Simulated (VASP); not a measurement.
Calculation: PBEsol GGA, VASP's PBE PAW potentials (set 64) (plane waves; VASP).

A VASP calculation is set up with these files.

### INCAR
```
ISIF = 3   # ions, shape and volume
LWAVE = F
NSW = 60   # most ionic steps
LREAL = F   # projection in real space or not
SIGMA = 0.1   # width (eV)
NELM = 100
LASPH = T
LMAXMIX = 6   # l cut-off of mixed one-centre charges
GGA = PS
SYSTEM = BPt
IBRION = 2
PREC = Accurate
ALGO = Normal   # blocked Davidson
EDIFFG = -0.01
ISMEAR = 1   # Methfessel-Paxton
LCHARG = F
ENCUT = 520   # plane-wave cut-off (eV)
EDIFF = 1E-6   # SCF stop (eV)
```

File KPOINTS:
```
Regular mesh
0
Gamma
 12 12 12
0 0 0
```

### POSCAR
```
BPt
1
    2.7700570000     0.0000000000     0.0000000000
    0.0000000000     2.7700570000     0.0000000000
    0.0000000000     0.0000000000     2.7700570000
Pt B
1 1
Direct
  0.0000000000   0.0000000000   0.0000000000
  0.5000000000   0.5000000000   0.5000000000
```

POTCAR, in this order: Pt B (PBE.64 set). Program: vasp_std.

Output

### OSZICAR
```
       N       E                     dE             d eps       ncg     rms          rms(c)
DAV:   1     0.485001925006E+02    0.48500E+02   -0.65136E+03  1744   0.116E+03
DAV:   2    -0.128117966135E+02   -0.61312E+02   -0.58135E+02  1904   0.222E+02
DAV:   3    -0.141330496331E+02   -0.13213E+01   -0.12934E+01  1852   0.316E+01
DAV:   4    -0.141414319640E+02   -0.83823E-02   -0.83737E-02  1812   0.260E+00
DAV:   5    -0.141414824044E+02   -0.50440E-04   -0.50437E-04  1844   0.217E-01    0.191E+01
DAV:   6    -0.132388968103E+02    0.90259E+00   -0.10898E+01  1680   0.272E+01    0.113E+01
DAV:   7    -0.129768782260E+02    0.26202E+00   -0.11273E+00  1684   0.971E+00    0.667E+00
DAV:   8    -0.129558825552E+02    0.20996E-01   -0.56841E-02  1768   0.197E+00    0.707E-01
DAV:   9    -0.129509853578E+02    0.48972E-02   -0.13477E-02  1710   0.101E+00    0.197E-01
DAV:  10    -0.129506714856E+02    0.31387E-03   -0.17196E-03  1748   0.311E-01    0.179E-02
DAV:  11    -0.129506736268E+02   -0.21412E-05   -0.21569E-05  1766   0.517E-02    0.733E-03
DAV:  12    -0.129506735850E+02    0.41773E-07   -0.11866E-06  1092   0.840E-03
   1 F= -.12950674E+02 E0= -.12950630E+02  d E =-.129507E+02
       N       E                     dE             d eps       ncg     rms          rms(c)
DAV:   1    -0.130931518281E+02   -0.14248E+00   -0.25930E+00  1696   0.178E+01    0.259E+00
DAV:   2    -0.129607051180E+02    0.13245E+00   -0.10420E+00  1700   0.916E+00    0.162E+00
DAV:   3    -0.129457039620E+02    0.15001E-01   -0.58150E-02  1696   0.210E+00    0.859E-01
DAV:   4    -0.129439364843E+02    0.17675E-02   -0.83987E-03  1760   0.767E-01    0.124E-01
DAV:   5    -0.129439163789E+02    0.20105E-04   -0.39693E-04  1716   0.173E-01    0.973E-02
DAV:   6    -0.129439170798E+02   -0.70093E-06   -0.47235E-05  1750   0.481E-02    0.654E-03
DAV:   7    -0.129439173214E+02   -0.24154E-06   -0.79905E-07  1090   0.844E-03
   2 F= -.12943917E+02 E0= -.12943873E+02  d E =0.675626E-02
       N       E                     dE             d eps       ncg     rms          rms(c)
DAV:   1    -0.130188224270E+02   -0.74905E-01   -0.11014E+00  1700   0.117E+01    0.187E+00
DAV:   2    -0.129628231446E+02    0.55999E-01   -0.48301E-01  1696   0.617E+00    0.959E-01
DAV:   3    -0.129543438651E+02    0.84793E-02   -0.29752E-02  1692   0.153E+00    0.493E-01
DAV:   4    -0.129535869307E+02    0.75693E-03   -0.52046E-03  1762   0.513E-01    0.700E-02
DAV:   5    -0.129534643795E+02    0.12255E-03   -0.36862E-04  1680   0.160E-01    0.562E-02
DAV:   6    -0.129534735402E+02   -0.91607E-05   -0.47147E-05  1736   0.558E-02    0.270E-03
DAV:   7    -0.129534735384E+02    0.17941E-08   -0.38159E-07   920   0.709E-03
   3 F= -.12953474E+02 E0= -.12953437E+02  d E =-.279995E-02
```

**OUTCAR**
```
------------------------ aborting loop because EDIFF is reached ----------------------------------------
  FORCE on cell =-STRESS in cart. coord.  units (eV):
  Direction    XX          YY          ZZ          XY          YZ          ZX
  --------------------------------------------------------------------------------------
  Total        0.0013119      0.0013119      0.0013119      0.0000000     -0.0000000     -0.0000000
  in kB        0.0977052      0.0977052      0.0977052      0.0000000     -0.0000000     -0.0000000
  external PRESSURE =       0.0977052 kB  Pullay stress =       0.0000000 kB
  volume of cell :       21.51
      direct lattice vectors                 reciprocal lattice vectors
     2.781168013  0.000000000 -0.000000000     0.359561161  0.000000000 -0.000000000
    -0.000000000  2.781168013 -0.000000000    -0.000000000  0.359561161  0.000000000
     0.000000000 -0.000000000  2.781168013     0.000000000  0.000000000  0.359561161
 POSITION                                       TOTAL-FORCE (eV/Angst)
 -----------------------------------------------------------------------------------
      0.00000      0.00000      0.00000         0.000000     -0.000000      0.000000
      1.39058      1.39058      1.39058        -0.000000      0.000000      0.000000
 -----------------------------------------------------------------------------------
    total drift:                                0.000000      0.000000      0.000000
  FREE ENERGIE OF THE ION-ELECTRON SYSTEM (eV)
  ---------------------------------------------------
  free  energy   TOTEN  =       -12.9534735384 eV

  energy  without entropy=      -12.9533636485  energy(sigma->0) =      -12.95343691

 reached required accuracy - stopping structural energy minimisation
```
(Selected blocks of OUTCAR.)

### CONTCAR
```
BPt
   1.00000000000000
     2.7811680132311971    0.0000000000000000   -0.0000000000000000
    -0.0000000000000000    2.7811680132311971   -0.0000000000000000
     0.0000000000000000   -0.0000000000000000    2.7811680132311971
  Pt              B
     1     1
Direct
     0.0000000000000000    0.0000000000000000    0.0000000000000000
     0.5000000000000000    0.5000000000000000    0.5000000000000000
```

### OUTCAR
```
 val. band max:       11.4119858008   @ k =   0.3333   0.1667   0.0833

 cond. band min:      11.4656613452   @ k =   0.4167   0.1667   0.1667


 Fermi energy:        11.4443880994

 k-point     1 :       0.0000    0.0000    0.0000
  band No.  band energies     occupation
      1      -2.4883      2.00000
      2       4.4784      2.00000
      3       4.4784      2.00000
      4       9.0981      2.00000
      5       9.0981      2.00000
      6       9.0981      2.00000
      7      12.9125     -0.00000
      8      12.9125     -0.00000
      9      12.9125     -0.00000
     10      20.3746      0.00000

 k-point     2 :       0.0833    0.0000    0.0000
  band No.  band energies     occupation
      1      -2.3369      2.00000
      2       4.5187      2.00000
      3       4.5458      2.00000
      4       8.7860      2.00000
      5       8.7860      2.00000
      6       9.1135      2.00000
      7      12.5097     -0.00000
      8      13.3131     -0.00000
      9      13.3131     -0.00000
     10      20.6225      0.00000

 k-point     3 :       0.1667    0.0000    0.0000
  band No.  band energies     occupation
      1      -1.8949      2.00000
      2       4.6312      2.00000
      3       4.6728      2.00000
      4       8.1230      2.00000
      5       8.1230      2.00000
      6       9.1559      2.00000
      7      11.6482     -0.01410
      8      14.2423      0.00000
      9      14.2423      0.00000
     10      21.0874      0.00000

 k-point     4 :       0.2500    0.0000    0.0000
  band No.  band energies     occupation
      1      -1.1965      2.00000
      2       4.6245      2.00000
      3       4.7909      2.00000
      4       7.4389      2.00000
      5       7.4389      2.00000
      6       9.2145      2.00000
      7      10.9431      2.00000
      8      15.3654      0.00000
      9      15.3654      0.00000
     10      21.4685      0.00000

 k-point     5 :       0.3333    0.0000    0.0000
...
```

Unless said otherwise, spin-orbit coupling is left out, though it shifts the bands of the heavy elements here.

The structure was generated: BPt was put into the CsCl type (Pm-3m), which need not be its known phase. This run relaxes it. Symmetry was kept, so distortions that lower it aren't found. The electron count is odd and the run is not spin-polarised, which forces a metal.
